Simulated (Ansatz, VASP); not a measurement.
# AlCo in two plane-wave programs

Wanted: the spread between two codes on one cell, functional and k mesh. The cell is taken from a series of runs on this material, whose earlier steps may have relaxed, scaled, displaced or heated it; both programs get it as it stands.

Main program and level: Ansatz 0.2.0; plane waves, with VASP 6.6.1 beside it; elastic constants at PBE.

## (1) Set-up

It takes space group Pm-3m (No. 221, cubic). The conventional cell has a = 2.852 Å, b = 2.852 Å, c = 2.852 Å, α = 90.00°, β = 90.00°, γ = 90.00°. Al has 8 Co at 2.47 Å nearest. Nearest to Co lie 8 Al at 2.47 Å. Farther neighbours are not listed.

## (2) VASP: elastic constants, PBE

Elastic constants are differences of stresses under small strains, so they test the stress and the mesh.

Lines of VASP's logs that name or quote its potential files are left out, and so is its time.

File INCAR:

```
SYSTEM = AlCo
PREC = Accurate
ENCUT = 600
EDIFF = 1E-08
NELM = 120
ISMEAR = 1
SIGMA = 0.25
LREAL = .FALSE.
ALGO = Normal
GGA = PE
NBANDS = 12
LASPH = .TRUE.
LORBIT = 11
LWAVE = .FALSE.
LCHARG = .FALSE.
ISIF = 3
IBRION = 6
NFREE = 2
POTIM = 0.015
NSW = 1
GGA_COMPAT = .FALSE.
KPAR = 2
```

File POSCAR:

```
AlCo
1.0
    2.8518290577      0.0000000000      0.0000000000
    0.0000000000      2.8518290577      0.0000000000
    0.0000000000      0.0000000000      2.8518290577
Al Co
1 1
Direct
    0.0000000000      0.0000000000      0.0000000000
    0.5000000000      0.5000000000      0.5000000000
```

File KPOINTS:

```
Automatic mesh
0
Gamma
26 26 26
0 0 0
```

PAW data sets: Al and Co (PBE family, release 64).

Launch:

```
$ mpirun -np 2 vasp_std
```

Numbers of over 12 decimals in the logs are rounded to 6 here.

Log:

```text
[banner, memory and clock lines left out]
running    2 mpi-ranks, on    1 nodes
 distrk:  each k-point on    1 cores,    2 groups
 distr:  one band on    1 cores,    1 groups

 POSCAR found type information on POSCAR AlCo
 POSCAR found :  2 types and       2 ions
 LDA part: xc-table for (Slater+PW92), standard interpolation
 POSCAR, INCAR and KPOINTS ok, starting setup
 FFT: planning ... GRIDC
 FFT: planning ... GRID_SOFT
 FFT: planning ... GRID
 WAVECAR not read
 entering main loop
       N       E                     dE             d eps       ncg     rms          rms(c)
DAV:   1     0.401219300242E+02    0.40122E+02   -0.58275E+03 13504   0.118E+03
DAV:   2    -0.119293121618E+02   -0.52051E+02   -0.47910E+02 13796   0.190E+02
DAV:   3    -0.136283294601E+02   -0.16990E+01   -0.16837E+01 16204   0.406E+01
DAV:   4    -0.136552281733E+02   -0.26899E-01   -0.26889E-01 15188   0.458E+00
DAV:   5    -0.136561367181E+02   -0.90854E-03   -0.90852E-03 16492   0.923E-01    0.125E+01
DAV:   6    -0.164872464387E+02   -0.28311E+01   -0.62719E+01 14984   0.107E+02    0.178E+01
DAV:   7    -0.120208774288E+02    0.44664E+01   -0.29989E+01 15084   0.686E+01    0.182E+00
DAV:   8    -0.119994728870E+02    0.21405E-01   -0.18492E-01 14572   0.339E+00    0.113E+00
DAV:   9    -0.119871588844E+02    0.12314E-01   -0.26836E-02 17588   0.214E+00    0.290E-01
DAV:  10    -0.119867919515E+02    0.36693E-03   -0.54728E-04 15808   0.223E-01    0.131E-01
DAV:  11    -0.119867789482E+02    0.13003E-04   -0.19171E-05 19120   0.415E-02    0.637E-03
DAV:  12    -0.119867787546E+02    0.19360E-06   -0.12063E-06 16252   0.858E-03    0.386E-03
DAV:  13    -0.119867787296E+02    0.25066E-07   -0.13341E-07 19708   0.261E-03    0.959E-04
DAV:  14    -0.119867787384E+02   -0.87907E-08   -0.49518E-09  8716   0.530E-04
   1 F= -.11986779E+02 E0= -.11987496E+02  d E =0.215256E-02
[... from here on, the cycles between the ionic steps are left out ...]
   2 F= -.11982304E+02 E0= -.11982889E+02  d E =0.175461E-02
   3 F= -.11982297E+02 E0= -.11982930E+02  d E =0.189963E-02
   9 F= -.11984491E+02 E0= -.11985210E+02  d E =0.215559E-02
  10 F= -.11984491E+02 E0= -.11985210E+02  d E =0.215559E-02
  11 F= -.11984491E+02 E0= -.11985210E+02  d E =0.215559E-02
  12 F= -.11984491E+02 E0= -.11985210E+02  d E =0.215559E-02
  13 F= -.11984491E+02 E0= -.11985210E+02  d E =0.215559E-02
  14 F= -.11985961E+02 E0= -.11986678E+02  d E =0.215229E-02
  15 F= -.11985961E+02 E0= -.11986678E+02  d E =0.215229E-02
  16 F= -.11985961E+02 E0= -.11986678E+02  d E =0.215229E-02
 Finite differences progress:
  Degree of freedom:   8/  8
  Displacement:        1/  2
  Total:              15/ 16
 bond charge predicted
       N       E                     dE             d eps       ncg     rms          rms(c)
DAV:   1    -0.119845324013E+02    0.14285E-02   -0.23056E+00 37204   0.105E+01    0.233E-01
DAV:   2    -0.119863829400E+02   -0.18505E-02   -0.22480E-02 42316   0.171E+00    0.181E-01
DAV:   3    -0.119861863941E+02    0.19655E-03   -0.25729E-03 43092   0.635E-01    0.135E-01
DAV:   4    -0.119859730949E+02    0.21330E-03   -0.49421E-04 44900   0.209E-01    0.325E-02
DAV:   5    -0.119859609387E+02    0.12156E-04   -0.75020E-05 45056   0.110E-01    0.653E-03
DAV:   6    -0.119859608489E+02    0.89801E-07   -0.22393E-06 42176   0.141E-02    0.154E-03
DAV:   7    -0.119859608702E+02   -0.21300E-07   -0.98076E-08 44740   0.388E-03    0.799E-04
DAV:   8    -0.119859608711E+02   -0.90017E-09   -0.12606E-08 20580   0.137E-03
  17 F= -.11985961E+02 E0= -.11986678E+02  d E =0.215233E-02
 Finite differences progress:
  Degree of freedom:   8/  8
  Displacement:        2/  2
  Total:              16/ 16
```

Parts of OUTCAR (step 2):

```text
ion  position               nearest neighbor table
   1  0.000  0.000  0.000-   2 2.47   2 2.47   2 2.47   2 2.47   2 2.47   2 2.47   2 2.47   2 2.47

  LATTYP: Found a simple cubic cell.
 ALAT       =     2.8518290577

 Subroutine GETGRP returns: Found 48 space group operations
 (whereof 48 operations were pure point group operations)

The static configuration has the point symmetry O_h .

 Found    560 irreducible k-points:

   k-points           NKPTS =    560   k-points in BZ     NKDIM =    560   number of bands    NBANDS=     12

   dimension x,y,z NGX =    24 NGY =   24 NGZ =   24
   dimension x,y,z NGXF=    48 NGYF=   48 NGZF=   48

   ENCUT  =  600.0 eV  44.10 Ry    6.64 a.u.   5.70  5.70  5.70*2*pi/ulx,y,z

   NELECT =      12.0000    total number of electrons

 k-points in reciprocal lattice and weights: Automatic mesh
   0.00000000  0.00000000  0.00000000       0.000
   0.03846154  0.00000000  0.00000000       0.000
   0.07692308  0.00000000  0.00000000       0.000
   0.11538462  0.00000000  0.00000000       0.000
   0.15384615  0.00000000  0.00000000       0.000
   0.19230769  0.00000000  0.00000000       0.000
   0.23076923  0.00000000  0.00000000       0.000
   0.26923077  0.00000000  0.00000000       0.000
   0.30769231  0.00000000  0.00000000       0.000
[...]
0.50000000  0.50000000  0.46153846       0.000
   0.50000000  0.50000000  0.50000000       0.000

 average (electrostatic) potential at core
       1 -69.2678       2 -77.8117

 E-fermi :  10.5492

 k-point     1 :       0.0000    0.0000    0.0000
  band No.  band energies     occupation
    ...
      2       7.5971      2.00000
      3       7.5974      2.00000
      4       9.7065      2.00002
      5       9.7067      2.00002
      6       9.7067      2.00002
      7      16.5041      0.00000
      8      16.5041      0.00000
      9      16.5042      0.00000
     10      19.2746      0.00000
     11      19.2748      0.00000
    ...

 k-point     2 :       0.0385    0.0000    0.0000
  band No.  band energies     occupation
    ...
      2       7.5951      2.00000
      3       7.6050      2.00000
      4       9.6913      2.00001
      5       9.6913      2.00001
      6       9.7081      2.00002
      7      16.1817      0.00000
      8      16.5436      0.00000
      9      16.5436      0.00000
     10      19.2711      0.00000
     11      19.5775      0.00000
    ...

 k-point     3 :       0.0769    0.0000    0.0000
  band No.  band energies     occupation
    ...
      2       7.5858      2.00000
      3       7.6281      2.00000
      4       9.6467      2.00000
      5       9.6467      2.00000
      6       9.7127      2.00002
      7      15.4695     -0.00000
      8      16.6605      0.00000
      9      16.6605      0.00000
     10      19.2605      0.00000
     11      20.2258      0.00000
    ...

  Total       -0.0177924     -0.0158393     -0.0158393      0.0000000      0.0000000      0.0000000
  in kB       -1.2290666     -1.0941481     -1.0941481      0.0000000      0.0000000      0.0000000
  external PRESSURE =      -1.1391209 kB  Pullay stress =       0.0000000 kB

  energy-cutoff  :      600.00
  volume of cell :       23.19
      direct lattice vectors                 reciprocal lattice vectors
     2.851829058  0.000000000  0.000000000     0.350652153  0.000000000  0.000000000
     0.000000000  2.851829058  0.000000000     0.000000000  0.350652153  0.000000000
     0.000000000  0.000000000  2.851829058     0.000000000  0.000000000  0.350652153

 POSITION                                       TOTAL-FORCE (eV/Angst)
 -----------------------------------------------------------------------------------
      0.00000      0.00000      0.00000        -0.109033      0.000000     -0.000000
      1.41091      1.42591      1.42591         0.109033      0.000000      0.000000
 -----------------------------------------------------------------------------------
    total drift:                               -0.000057     -0.000000     -0.000003

  FREE ENERGIE OF THE ION-ELECTRON SYSTEM (eV)
  ---------------------------------------------------
  free  energy   TOTEN  =       -11.9859608711 eV

  energy  without entropy=      -11.9881131990  energy(sigma->0) =      -11.98667831

  SYMMETRIZED ELASTIC MODULI (kBar)
 Direction    XX          YY          ZZ          XY          YZ          ZX
 --------------------------------------------------------------------------------
 XX        2761.7538   1301.5181   1301.5181      0.0000     -0.0000      0.0000
 YY        1301.5181   2761.7538   1301.5181     -0.0000     -0.0000      0.0000
 ZZ        1301.5181   1301.5181   2761.7538     -0.0000     -0.0000     -0.0000
 XY           0.0000     -0.0000     -0.0000   1404.5183      0.0000      0.0000
 YZ          -0.0000     -0.0000     -0.0000      0.0000   1404.5183      0.0000
 ZX           0.0000      0.0000     -0.0000      0.0000      0.0000   1404.5183
 --------------------------------------------------------------------------------

 Eigenvectors and eigenvalues of the dynamical matrix
 ----------------------------------------------------

   1 f  =    9.798221 THz    61.564041 2PiTHz  326.833487 cm-1    40.522170 meV
             X         Y         Z           dx          dy          dz
      0.000000  0.000000  0.000000     0.102860    0.803360    0.173169
      1.425915  1.425915  1.425915    -0.069598   -0.543573   -0.117170

   2 f  =    9.798221 THz    61.564041 2PiTHz  326.833487 cm-1    40.522170 meV
             X         Y         Z           dx          dy          dz
      0.000000  0.000000  0.000000     0.021992    0.171766   -0.809918
      1.425915  1.425915  1.425915    -0.014881   -0.116221    0.548011

   3 f  =    9.798221 THz    61.564041 2PiTHz  326.833487 cm-1    40.522170 meV
             X         Y         Z           dx          dy          dz
      0.000000  0.000000  0.000000     0.821518   -0.105185   -0.000000
      1.425915  1.425915  1.425915    -0.555859    0.071171    0.000000

   4 f/i=    0.000020 THz     0.000127 2PiTHz    0.000675 cm-1     0.000084 meV
             X         Y         Z           dx          dy          dz
      0.000000  0.000000  0.000000    -0.203318    0.513572   -0.094604
      1.425915  1.425915  1.425915    -0.300489    0.759021   -0.139818

   5 f/i=    0.000020 THz     0.000127 2PiTHz    0.000675 cm-1     0.000084 meV
             X         Y         Z           dx          dy          dz
      0.000000  0.000000  0.000000     0.521439    0.205182   -0.006787
      1.425915  1.425915  1.425915     0.770648    0.303244   -0.010031

   6 f/i=    0.000020 THz     0.000127 2PiTHz    0.000675 cm-1     0.000084 meV
             X         Y         Z           dx          dy          dz
      0.000000  0.000000  0.000000    -0.028418    0.090490    0.552312
      1.425915  1.425915  1.425915    -0.042000    0.133738    0.816275

 ELASTIC MODULI CONTR FROM IONIC RELAXATION (kBar)
 Direction    XX          YY          ZZ          XY          YZ          ZX
 --------------------------------------------------------------------------------
 XX           0.0000      0.0000      0.0000      0.0000      0.0000      0.0000
 YY           0.0000      0.0000      0.0000      0.0000      0.0000      0.0000
 ZZ           0.0000      0.0000      0.0000      0.0000      0.0000      0.0000
 XY           0.0000      0.0000      0.0000      0.0000      0.0000      0.0000
 YZ           0.0000      0.0000      0.0000      0.0000      0.0000      0.0000
 ZX           0.0000      0.0000      0.0000      0.0000      0.0000      0.0000
 --------------------------------------------------------------------------------

 TOTAL ELASTIC MODULI (kBar)
 Direction    XX          YY          ZZ          XY          YZ          ZX
 --------------------------------------------------------------------------------
 XX        2761.7538   1301.5181   1301.5181      0.0000     -0.0000      0.0000
 YY        1301.5181   2761.7538   1301.5181     -0.0000     -0.0000      0.0000
 ZZ        1301.5181   1301.5181   2761.7538     -0.0000     -0.0000     -0.0000
 XY           0.0000     -0.0000     -0.0000   1404.5183      0.0000      0.0000
 YZ          -0.0000     -0.0000     -0.0000      0.0000   1404.5183      0.0000
 ZX           0.0000      0.0000     -0.0000      0.0000      0.0000   1404.5183
 --------------------------------------------------------------------------------

 total charge
# of ion       s       p       d       tot
------------------------------------------
    1        0.394   0.427   0.000   0.821
    2        0.433   0.506   7.507   8.445
--------------------------------------------------
tot          0.827   0.933   7.507   9.267

[... 3 further parts left out ...]
```

CONTCAR:

```
AlCo
   1.00000000000000
     2.8518290576999998    0.0000000000000000    0.0000000000000000
     0.0000000000000000    2.8518290576999998    0.0000000000000000
     0.0000000000000000    0.0000000000000000    2.8518290576999998
  Al              Co
     1     1
Direct
     0.0000000000000000    0.0000000000000000    0.0000000000000000
     0.4947402177001108    0.4999999999999999    0.4999999999999999
```

This run has no spin polarisation, so a moment on Co, if there is one, isn't seen. The last energy, forces, stress and levels in OUTCAR belong to the last displaced cell, not to the cell of POSCAR.

Levels, forces or a CONTCAR printed for this step are those of its last displaced cell, not of the structure at rest.

(Continued in part 2 of 2.)

[Lines on the potential files, build, host, timing and source positions are cut from VASP's logs without a mark.]

[Logs are printed without paths, hosts, clocks, repeated set-up lines and the standing remarks that a program may print on its own settings, such as how far it seeks lower states.]

[Hosts, paths, dates, database ids (printed as entryN), source tags and the programs' standing remarks are cut or masked in the printed files.]
